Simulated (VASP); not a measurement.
Consider the following.

```
HgO
1.0
    3.59747     0.00000     0.00000
   -1.79874     3.11550     0.00000
    0.00000     0.00000     8.73189
Hg O
3 3
Direct
  0.24640   0.24640   0.50000
  0.75360   0.00000   0.83333
  0.00000   0.75360   0.16667
  0.53404   0.53404   0.00000
  0.46596   0.00000   0.33333
  0.00000   0.46596   0.66667
```

Computed with PBEsol GGA, VASP's PBE PAW potentials (set 64) (plane waves; VASP 6.6.1). Numerical set-up: 520 eV cut-off, 8×8×3 Γ-centred mesh, tetrahedra with Blöchl corrections, potentials Hg O.

Without a dispersion term in the relaxation, distances and binding between the weakly bound layers, chains or molecules are unreliable, and so is what depends on them.

Question: Estimate the energy per atom (σ→0).

Answer: 
```yaml
energy per atom (σ→0): -3.200 eV/atom
```

The absolute energy has meaning only against runs of the same code, potentials and settings.

The structure comes from a computed database's HgO entry (P3_121); how it stands against other phases isn't given here. It was relaxed first.
